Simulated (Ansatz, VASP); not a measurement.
**Ge (Germanium): VASP beside Ansatz**

Aim: how closely do two programs agree when they are given the same cell, functional and k mesh? The cell is taken from a series of runs on this material, whose earlier steps may have relaxed, scaled, displaced or heated it; both programs get it as it stands.

Calculated with Ansatz 0.2.0; plane waves, with VASP 6.6.1 beside it; zone-centre phonons at r2SCAN.

**1. The starting structure**

It takes space group R-3m (No. 166, trigonal). The conventional cell has a = 4.132 Å, b = 4.132 Å, c = 9.733 Å, α = 90.00°, β = 90.00°, γ = 120.00°. Nearest to Ge lie 4 Ge at 2.46 to 2.51 Å.

**2. Ansatz: zone-centre phonons, r2SCAN**

Ansatz runs on its PAW soft_1 files.

Second derivatives magnify differences that forces hide, and they need a tight electronic threshold.

input.yaml

```yaml
crystal:
  lattice:
    - [-0.0748409723, 2.8471873943, 2.8471873943]
    - [2.8471873943, -0.0748409723, 2.8471873943]
    - [2.8471873943, 2.8471873943, -0.0748409723]
  atoms:
    - { symbol: Ge, position: [0.4983935716, 0.4983935716, 0.4983935716] }
    - { symbol: Ge, position: [0.7516064284, 0.7516064284, 0.7516064284] }
kpoints:
  mp_grid: { grid: [12, 12, 12], shift: [0.5, 0.5, 0.5] }
hamiltonian:
  xc: r2scan
  pseudopotentials: { kind: paw, azcp: { folder: soft_1 } }
scf:
  occupations: { method: gaussian, width: 0.02 }
output:
  eigenvalues: true
phonons:
  method: dfpt
```

The run is started by

```sh
$ ansatz run input.yaml --threads 4 --pin off --max-ram 10240MiB --backend cpu --events-out ev --progress --plain --runs-dir out
```

Numbers of over 12 decimals in the logs are rounded to 6 here.

The program printed:

```text
Engine: ansatz 0.2.0, aarch64-unknown-linux-gnu
Pseudopotentials: kind: paw
Pseudopotential: Ge, paw, valence charge 14, recommended cutoff 500 eV (meta_gga), soft_1/Ge.paw.azcp
Functional definition: r2SCAN
  parameter k0 = 0.174
  parameter k1 = 0.065
  parameter a1 = 4.9479
  exchange = r2scan_x(k0 = k0, k1 = k1, a1 = a1)
  correlation = r2scan_c
Crystal: 2 atoms, lattice volume = 47.981 Å³
Basis set: ecut = 500 eV, 1235 PW (Γ), exchange–correlation on 160×160×160 points (125 copies of the dense FFT grid, shifted against one another)
Bands: 18, of which v1, the nominal top of the filled ones, is band 14 counted from 1 (13 counted from 0)
Symmetry: 12 space group operations
k-points: 468 of 1728 (irreducible under 2 space group operations, time reversal used)
Non-local potential: Ge, projectors of the file, l = 0: 2, l = 1: 2, l = 2: 3, l = 3: 1
PAW form: soft (Blöchl's): semilocal exchange-correlation on the pseudo side does not see the compensation charge
PAW frozen core: Ge, regenerated for the run's functional (the file was generated under x = pbe(κ = 0.804, μ = 0.219515), c = pbe(β = 0.066725))
PAW one-centre angular grid: Ge, 590 points (default); XC on 160 Gauss nodes
Initial density: superposition of atomic densities (chi_scale 0.1, normalization cell)
Initial wavefunctions: pseudopotential atomic-orbital guess
Functional: x = r2scan, c = r2scan; τ floored in thin density (d = 2e-4 eV/Å³)
iter 1 solved again at ethr=1.57e-3 eV; its pass at ethr=3.10e-3 eV (dr2=4.39e-1 eV) is discarded
SCF iter   1: F=—  HF=-8605.729494 eV  |F-HF|=—  |Δ(HF+E_count)|=         —  Δρ=3.50e-2  dr2=4.44e-1  dr2_τ=3.59e-3  ethr=1.57e-3  ⟨swp⟩=1.0  Hψ=50902  notcnv=0
preconditioner: auto → none  [insulator: Δε(μ)=0.119 eV  Ē_g=24.074 eV  σ=0.020 eV  W_gap=0.76  n_scr=14 (ndim 8)  ℏωp=28.4 eV  f_vac=0.000  D(μ)=0.24/eV (n_scr^D=0)  ε∞_Penn≈2.4]
SCF iter   2: F=—  HF=-8605.763027 eV  |F-HF|=—  |Δ(HF+E_count)|=   3.35e-2  Δρ=1.79e-2  dr2=9.50e-2  dr2_τ=6.60e-4  ethr=1.57e-3  ⟨swp⟩=2.1  Hψ=10377  notcnv=0
SCF iter   3: F=—  HF=-8605.790558 eV  |F-HF|=—  |Δ(HF+E_count)|=   2.75e-2  Δρ=2.61e-3  dr2=1.53e-3  dr2_τ=3.00e-5  ethr=3.39e-4  ⟨swp⟩=3.1  Hψ=16910  notcnv=0
SCF iter   4: F=—  HF=-8605.789271 eV  |F-HF|=—  |Δ(HF+E_count)|=   1.29e-3  Δρ=4.60e-4  dr2=4.39e-5  dr2_τ=8.83e-7  ethr=5.46e-6  ⟨swp⟩=2.1  Hψ=16899  notcnv=0
SCF iter   5: F=—  HF=-8605.789282 eV  |F-HF|=—  |Δ(HF+E_count)|=   1.09e-5  Δρ=1.27e-4  dr2=3.12e-6  dr2_τ=8.38e-8  ethr=1.57e-7  ⟨swp⟩=2.0  Hψ=14977  notcnv=0
SCF iter   6: F=—  HF=-8605.789282 eV  |F-HF|=—  |Δ(HF+E_count)|=   5.33e-7  Δρ=1.39e-5  dr2=4.25e-8  dr2_τ=1.48e-9  ethr=1.11e-8  ⟨swp⟩=3.0  Hψ=14977  notcnv=0
SCF iter   7: F=—  HF=-8605.789282 eV  |F-HF|=—  |Δ(HF+E_count)|=   2.71e-8  Δρ=1.59e-6  dr2=3.94e-10  dr2_τ=1.22e-11  ethr=1.52e-10  ⟨swp⟩=2.0  Hψ=14977  notcnv=0
SCF iter   8: F=—  HF=-8605.789282 eV  |F-HF|=—  |Δ(HF+E_count)|=  5.91e-10  Δρ=2.27e-7  dr2=1.14e-11  dr2_τ=2.99e-13  ethr=1.41e-12  ⟨swp⟩=2.0  Hψ=10297  notcnv=0
SCF iter   9: F=-8605.789282 eV  HF=-8605.789282 eV  |F-HF|=0.00e0  |Δ(HF+E_count)|=  1.82e-11  Δρ=3.44e-8  dr2=2.99e-13  dr2_τ=3.97e-15  ethr=1.00e-12  ⟨swp⟩=5.3  Hψ=33410  notcnv=0
SCF 1 converged in 9 iterations: F = -8605.789282 eV  dr2 = 2.99e-13
  greatest PAW one-centre occupation: 0.998 electrons in one spin orbital (limit 2), on the Ge atom at site 1 (counted from 0), in its partial waves of l = 2
DFPT response loops at Γ: preconditioner auto → Kerker (q_TF=auto, 2.494 Å⁻¹) (partly filled bands, converged f_vac=0.085); β = 1.00, the filter's whole step (`scf.mixing.beta` (0.50) is not read by the response loops under this deck's `scf.mixing.preconditioner`; to damp them name `kerker` or `kerker_dos`, under which they read `scf.mixing.beta`, and type it under 1.00, their step now; both keys bind the ground state too); Broyden in place of MSR1
SCF converged after 9 iterations
Free energy (F): -8605.789282 eV
Harris-Foulkes:  -8605.789282 eV  (|F-HF|=0.00e0)
Internal energy: -8605.789244 eV  (E = F + TS)
E sigma→0 (E₀):  -8605.789263 eV
Entropy (-TS):   -0.000038 eV (-0.019 meV/atom)
Fermi energy:    7.513198 eV
--- Per-component energies (eV) ---
  E_band       = -337.223635
  E_kinetic    = 183.458658
  E_local      = -4584.996474  (includes V_loc(G=0)·N_el)
  E_nonlocal   = 435.964029
  E_hartree    = 2180.837513
  E_xc         = -131.064725
  E_vxc        = -135.746873  (∫ρ·V_xc dr)
  E_paw        = -4052.043752  (= ΣΔE_a)
  E_vpaw       = -604.733913  (= ΣTr[D̂ρ^β])
  E_aug_tail   = -0.000010  (compensation charges beyond the density's cutoff)
  E_vtau       = 7.155917  (kinetic-family band-sum trace: ∫τ·v_τ [+ j·A + Jᵃ·Aᵃ] dr)
  E_ewald      = -2635.772962
  E_core_change = -2.171521  (= ΣΔE_core)
  E_smearing   = -0.000038  (= −TS)
  E_closure    = -0.000000  (closes the sum)
  Σ components = -8605.789282   (vs F -8605.789282, Δ=0.00e0)
--- Band table (eV; the first three rows and the last of 468) ---
  k-point 0: bands = [... 10 lower, -5.2349, 6.9075, 7.4579, 7.4579, 8.1255, 10.2435, 10.2435, 10.7097]
  k-point 1: bands = [... 10 lower, -5.1226, 5.5927, 7.2419, 7.4009, 8.6448, 10.3542, 10.5848, 11.2572]
  k-point 2: bands = [... 10 lower, -4.8502, 4.0080, 6.8714, 7.1163, 8.7203, 10.7735, 11.1286, 12.3451]
  k-point 467: bands = [... 10 lower, -3.2572, 0.0116, 6.0972, 6.1684, 8.2449, 11.6394, 11.6577, 15.4093]
--- Phonons (Γ-DFPT): 1 representative perturbation + reference, on 468 of 1728 k-points (Σ response iterations 8) ---
  k mesh reduced under 2 symmetry operations, with k and −k counted as one. Each operation leaves every solved perturbation unchanged. A smaller set is not considered because the functional reads the kinetic-energy density
  ASR residual: 1.194e-5 → 0.000e0 eV/Å²; symmetrization residual: 2.402e-12 eV/Å²
  ASR residual per site (eV/Å²): 1.19e-5 1.19e-5
  Γ frequencies (cm⁻¹): 0.00 0.00 0.00 274.86 274.86 276.58
  non-analytic LO–TO correction: not included (Born effective charges unavailable; polar crystals: no LO–TO splitting at Γ)
```

[end of part 1 of 3]

[Lines on the potential files, build, host, timing and source positions are cut from VASP's logs without a mark.]

[Logs are printed without paths, hosts, clocks, repeated set-up lines and the standing remarks that a program may print on its own settings, such as how far it seeks lower states.]

[Hosts, paths, dates, database ids (printed as entryN), source tags and the programs' standing remarks are cut or masked in the printed files.]
